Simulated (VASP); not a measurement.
Here is the system:

```cif
data_Cl2Sr
_chemical_formula_sum 'Sr1 Cl2'
_space_group_name_H-M_alt 'P 1'
_space_group_IT_number 1
_cell_length_a 4.81683
_cell_length_b 4.81683
_cell_length_c 4.81683
_cell_angle_alpha 60.000
_cell_angle_beta 60.000
_cell_angle_gamma 60.000
loop_
_space_group_symop_operation_xyz
  'x, y, z'
loop_
_atom_site_label
_atom_site_type_symbol
_atom_site_fract_x
_atom_site_fract_y
_atom_site_fract_z
_atom_site_occupancy
Sr1 Sr 0.00000 0.00000 0.00000 1
Cl1 Cl 0.25000 0.25000 0.25000 1
Cl2 Cl 0.75000 0.75000 0.75000 1
```

These are LDA (Ceperley-Alder, Perdew-Zunger), VASP's LDA PAW potentials (set 64) (plane waves; VASP) values and carry that method's errors. Run with 520 eV cut-off, 6×6×6 Γ-centred mesh, Gaussian smearing of 0.050 eV, potentials Sr_sv Cl.

Q: Give the energy at these volumes per atom, relative to the lowest: 24.79, 25.58, 26.37, 27.17, 27.96 Å³.

A: 14.0, 3.2, 0.0, 3.3, 12.2 meV/atom. A third-order Birch-Murnaghan fit gives B0 = 44.0 GPa and B0′ = 4.5.

Measured: a 6.974 Å (computed value off by -2.3 %), as given by Kanchana et al., Calculated structural, elastic and electronic properties of SrCl2 (2010). The calculation is for a static lattice, while the measured a holds thermal and zero-point effects, which are part of the difference.

The compound is SrCl2 in the fluorite structure. It was relaxed first, which changed the volume by -7 %.
